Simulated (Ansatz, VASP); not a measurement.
# Cross-check of SiO2 between VASP and Ansatz, part 2 of 2

Wanted: the spread between two codes on one cell, functional and k mesh. The cell is taken from a series of runs on this material, whose earlier steps may have relaxed, scaled, displaced or heated it; both programs get it as it stands.

VASP 6.6.1 and Ansatz 0.2.0.

So far. Step 2 (VASP: single point, LDA, pair 1): The run ends at a pressure of 5.57 GPa, with forces up to 0.061 eV/Å.

## 5. VASP: single point, LDA, pair 2

Level of this step: LDA; plane waves and PAW (Si, O) (VASP).

A single point gives forces, pressure and levels at one fixed geometry, so differences don't come from the geometry; what else differs is listed under the comparison. The cell compared in this pair holds 218.20 Å³, against 209.54 Å³ for the pair before.

Input file INCAR:

```
SYSTEM = SiO2
PREC = Accurate
ENCUT = 600
EDIFF = 1E-06
NELM = 120
ISMEAR = -1
SIGMA = 0.02
LREAL = .FALSE.
ALGO = Normal
GGA = CA
NBANDS = 44
LORBIT = 11
LWAVE = .FALSE.
LCHARG = .FALSE.
ISIF = 2
LASPH = .TRUE.
GGA_COMPAT = .FALSE.
EFERMI = MIDGAP
KPAR = 2
```

Input file POSCAR:

```
SiO2
1.0
   -2.5971030954      4.7289859700      4.4416747250
    2.5971030954     -4.7289859700      4.4416747250
    2.5971030954      4.7289859700     -4.4416747250
Si O
4 8
Direct
    0.9274713154      0.8443342381      0.0831370774
    0.7388028393      0.1556657619      0.5831370774
    0.0725286846      0.1556657619      0.9168629226
    0.2611971607      0.8443342381      0.4168629226
    0.1275308898      0.8775308898      0.2500000000
    0.8724691102      0.1224691102      0.7500000000
    0.7889133683      0.5000000000      0.7889133683
    0.2110866317      0.0000000000      0.7110866317
    0.2110866317      0.5000000000      0.2110866317
    0.7889133683      0.0000000000      0.2889133683
    0.0000000000      0.0000000000      0.0000000000
    0.5000000000      0.0000000000      0.5000000000
```

Input file KPOINTS:

```
Automatic mesh
0
Gamma
6 6 6
0 0 0
```

The projector-augmented-wave data sets are Si and O (LDA family, release 64).

Command:

```sh
$ mpirun -np 2 vasp_std
```

Numbers of over 12 decimals in the logs are rounded to 6 here.

Log:

```text
[... set-up lines as in an earlier step ...]
 entering main loop
       N       E                     dE             d eps       ncg     rms          rms(c)
DAV:   1     0.467712687043E+03    0.46771E+03   -0.33143E+04  4048   0.143E+03
DAV:   2    -0.722755048877E+02   -0.53999E+03   -0.51961E+03  5312   0.318E+02
DAV:   3    -0.117218995884E+03   -0.44943E+02   -0.44706E+02  4944   0.975E+01
DAV:   4    -0.117922054746E+03   -0.70306E+00   -0.70161E+00  5080   0.135E+01
[...]
DAV:  14    -0.103634428716E+03   -0.28751E-04   -0.13137E-05  4580   0.177E-02    0.705E-03
DAV:  15    -0.103634430749E+03   -0.20326E-05   -0.37020E-06  4616   0.121E-02    0.420E-03
DAV:  16    -0.103634431191E+03   -0.44207E-06   -0.12382E-06  3208   0.584E-03
   1 F= -.10363443E+03 E0= -.10363443E+03  d E =0.000000E+00
```

From OUTCAR (step 5):

```text
  Total        2.1685984      0.4806713      1.2027189      0.0000000      0.0000000      0.0000000
  in kB       15.9230317      3.5293508      8.8310176      0.0000000      0.0000000      0.0000000
  external PRESSURE =       9.4278000 kB  Pullay stress =       0.0000000 kB

 POSITION                                       TOTAL-FORCE (eV/Angst)
 -----------------------------------------------------------------------------------
      0.00000      0.78631      7.50052        -0.000000     -0.044250      0.032742
      0.00000      5.51529      1.38283        -0.000000     -0.044250     -0.032742
      2.59710      3.94268     -3.05884         0.000000      0.044250     -0.032742
      2.59710     -0.78631      3.05884         0.000000      0.044250      0.032742
      2.59710     -2.36449      3.35374         0.000000      0.000000     -0.008766
      0.00000      7.09348      1.08794        -0.000000      0.000000      0.008766
      1.29855      5.09703      2.22084        -0.000000      0.006263     -0.000000
      1.29855      4.36094     -2.22084         0.000000     -0.006263     -0.000000
      1.29855     -0.36804      2.22084         0.000000     -0.006263     -0.000000
     -1.29855      5.09703      2.22084        -0.000000      0.006263     -0.000000
      0.00000      0.00000      0.00000        -0.000000      0.000000     -0.000000
      0.00000      4.72899      0.00000        -0.000000      0.000000     -0.000000
 -----------------------------------------------------------------------------------
    total drift:                               -0.000001      0.000001      0.000000

  FREE ENERGIE OF THE ION-ELECTRON SYSTEM (eV)
  ---------------------------------------------------
  free  energy   TOTEN  =      -103.6344311906 eV

  energy  without entropy=     -103.6344311906  energy(sigma->0) =     -103.63443119

[... 1 part as in an earlier step ...]

[... 2 further parts left out ...]
[key lines of the parts left out:]
E-fermi :   1.1037
```

The run ends at a pressure of 0.94 GPa, with forces up to 0.055 eV/Å.

## 6. Ansatz: single point, LDA, pair 2

The same cell, functional (in two slightly different forms), mesh and smearing now go to Ansatz, which takes its cutoff from its data sets.

The cell is taken from a series of runs on this material, whose earlier steps may have relaxed, scaled, displaced or heated it; both programs get it as it stands.

Input file input.yaml:

```yaml
crystal:
  lattice:
    - [-2.5971030954, 4.72898597, 4.441674725]
    - [2.5971030954, -4.72898597, 4.441674725]
    - [2.5971030954, 4.72898597, -4.441674725]
  atoms:
    - { symbol: Si, position: [0.9274713154, 0.8443342381, 0.0831370774] }
    - { symbol: Si, position: [0.7388028393, 0.1556657619, 0.5831370774] }
    - { symbol: Si, position: [0.0725286846, 0.1556657619, 0.9168629226] }
    - { symbol: Si, position: [0.2611971607, 0.8443342381, 0.4168629226] }
    - { symbol: O, position: [0.1275308898, 0.8775308898, 0.25] }
    - { symbol: O, position: [0.8724691102, 0.1224691102, 0.75] }
    - { symbol: O, position: [0.7889133683, 0.5, 0.7889133683] }
    - { symbol: O, position: [0.2110866317, 0.0, 0.7110866317] }
    - { symbol: O, position: [0.2110866317, 0.5, 0.2110866317] }
    - { symbol: O, position: [0.7889133683, 0.0, 0.2889133683] }
    - { symbol: O, position: [0.0, 0.0, 0.0] }
    - { symbol: O, position: [0.5, 0.0, 0.5] }
kpoints:
  mp_grid: { grid: [6, 6, 6] }
  band_path:
    path:
      - [0.0, 0.0, 0.0]
      - [0.5, -0.5, 0.5]
      - [0.32540191, -0.32540191, 0.67459809]
      - [-0.32540191, 0.32540191, 0.32540191]
      - [0.46615628, 0.46615628, -0.46615628]
      - [0.53384372, -0.46615628, 0.46615628]
      - [0.0, 0.5, 0.0]
      - [0.25, 0.25, 0.25]
    npoints: 1
hamiltonian:
  xc: lda
  pseudopotentials: { kind: paw, azcp: { folder: soft_1 }, xc_functional: pbe }
scf:
  occupations: { method: fermi_dirac, width: 0.02 }
  n_extra_bands: 8
output:
  eigenvalues: true
  forces: true
  stress: true
```

Command:

```sh
$ ansatz run input.yaml --threads 2 --pin off --max-ram 92160MiB --backend cuda --events-out ev --progress --plain --runs-dir out --devices 1 --max-vram 13GiB
```

Log:

```text
[...]
GPUs: using 1 of 1 available (devices: 1).
[...]
GPU FFT provider: cuFFT
GPU libraries: cuBLAS 13.8.2, cuFFT 12.4.0, cuSOLVER 12.3.4
Crystal: 12 atoms, lattice volume = 218.205 Å³
Basis set: ecut = 420 eV, 4249 PW (Γ)
Bands: 40, of which v1, the nominal top of the filled ones, is band 32 counted from 1 (31 counted from 0)
Symmetry: 8 space group operations
[...]
k-point 0: bands = [... 28 lower, -1.7656, -1.4074, -1.1840, -0.6904, 4.7285, 7.6394, 8.1091, 8.3077, ... 4 higher]
  k-point 1: bands = [... 28 lower, -1.7732, -1.6084, -1.1109, -0.8598, 5.0421, 7.6363, 8.1435, 8.2833, ... 4 higher]
  k-point 2: bands = [... 28 lower, -1.9765, -1.4259, -1.2434, -1.0589, 5.8684, 7.6470, 8.1973, 8.2583, ... 4 higher]
  k-point 45: bands = [... 28 lower, -1.2682, -0.9820, -0.9753, -0.7083, 6.6438, 6.8185, 6.9707, 7.1741, ... 4 higher]
[key lines of the parts left out:]
SCF converged after 10 iterations
Free energy (F): -6890.613284 eV
Fermi energy:    2.036499 eV
P = ⅓ Tr σ = 0.8369 GPa (8.369 kbar)
```

## 7. Comparison

Both answers:

| quantity | Ansatz | VASP | difference |
| --- | --- | --- | --- |
| pressure (GPa) | 0.84 | 0.94 | -0.11 |
| gap on the k mesh (eV) | 5.419 | 5.412 | +0.007 |

At this near-relaxed geometry the largest component of a force difference is 46 meV/Å. A gap on the mesh is an upper bound, since the band edges may lie between its points.

## 8. What came out

```yaml
r_m_s_force_difference_single_point_lda_pair_1: 21 meV/Å
r_m_s_force_difference_single_point_lda_pair_2: 19 meV/Å
```

**Reading.** The r.m.s. force difference is 21 meV/Å (single point, LDA, pair 1), beyond the 12 meV/Å picked in this series as the mark of a large difference. What causes the difference of the single point, LDA, pair 1 pair stays open here. What causes the difference of the single point, LDA, pair 2 pair stays open here. 6 further runs of this series are not shown here. Such differences can come from data sets, numerical settings and the points named under the comparisons, not from the functional's error against experiment.

[Lines on the potential files, build, host, timing and source positions are cut from VASP's logs without a mark.]

[Logs are printed without paths, hosts, clocks, repeated set-up lines and the standing remarks that a program may print on its own settings, such as how far it seeks lower states.]

[Hosts, paths, dates, database ids (printed as entryN), source tags and the programs' standing remarks are cut or masked in the printed files.]
